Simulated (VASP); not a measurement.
Data:

```yaml
crystal:
  lattice:
    - [-1.78374, 1.78374, 1.78374]
    - [1.78374, -1.78374, 1.78374]
    - [1.78374, 1.78374, -1.78374]
  atoms:
    - { symbol: Zr, position: [0.00000, 0.00000, 0.00000] }
```

Calculation: r2SCAN+rVV10, VASP's PBE PAW potentials (set 64) (plane waves; VASP). Settings: 400 eV cut-off, 16×16×16 Γ-centred mesh, tetrahedra with Blöchl corrections, potentials Zr_sv.

Task: Predict the energy per atom (σ→0), band gap (over mesh and band path) with the smallest direct gap where there is one.

Result: 
- band gap (over mesh and band path): none (metal, semimetal or under 0.01 eV)
- energy per atom (σ→0): -22.417 eV/atom

The structure comes from a measured Zr entry (Im-3m) of the Crystallography Open Database, whose conditions weren't checked. It was relaxed first.
